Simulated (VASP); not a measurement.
```
TlCl
1.0
    4.07912     0.00000     0.00000
    0.00000     4.07912     0.00000
    0.00000     0.00000     4.07912
Tl Cl
1 1
Cartesian
  0.00000   0.00000   0.00000
  2.03956   2.03956   2.03956
```

The numbers are results of RPBE GGA, VASP's PBE PAW potentials (set 64) (plane waves; VASP), not measurements. Run with 520 eV cut-off, 7×7×7 Γ-centred mesh, Gaussian smearing of 0.050 eV, potentials Tl_d Cl.

**Question.** Estimate the energy per atom (σ→0).

**Answer.** 
The energy per atom (σ→0) is -2.757 eV/atom.

The compound is TlCl in the CsCl type structure. This cell is one point of a volume scan, at 1.03 of the reference volume.
